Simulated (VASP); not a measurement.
Here is the system:

```xyz
6
Lattice="4.8750 0.0000 0.0000 0.0000 4.8750 0.0000 0.0000 0.0000 3.2591" Properties=species:S:1:pos:R:3 pbc="T T T"
Sn     0.0000     0.0000     0.0000
Sn     2.4375     2.4375     1.6296
O      1.4960     1.4960     0.0000
O      3.9335     0.9415     1.6296
O      0.9415     3.9335     1.6296
O      3.3790     3.3790     3.2591
```

These are RPBE GGA, VASP's PBE PAW potentials (set 64) (plane waves; VASP) values and carry that method's errors. Numerical set-up: 520 eV cut-off, 5×5×8 Γ-centred mesh, tetrahedra with Blöchl corrections, potentials Sn_d O.

The cores are frozen, which limits the accuracy of field gradients.

Question: Give the principal components of the electric field gradient (V/Å²) and the asymmetry η at each nucleus.

Answer: 
```csv
atom,Vxx,Vyy,Vzz,η
Sn1,40.4,16.2,-56.5,0.43
Sn2,40.4,16.2,-56.5,0.43
O3,66.4,50.9,-117.3,0.13
O4,66.4,50.9,-117.3,0.13
O5,66.4,50.9,-117.3,0.13
O6,66.4,50.9,-117.3,0.13
```

The compound is SnO2 in the rutile structure. It was relaxed first, which changed the volume by +8 %.
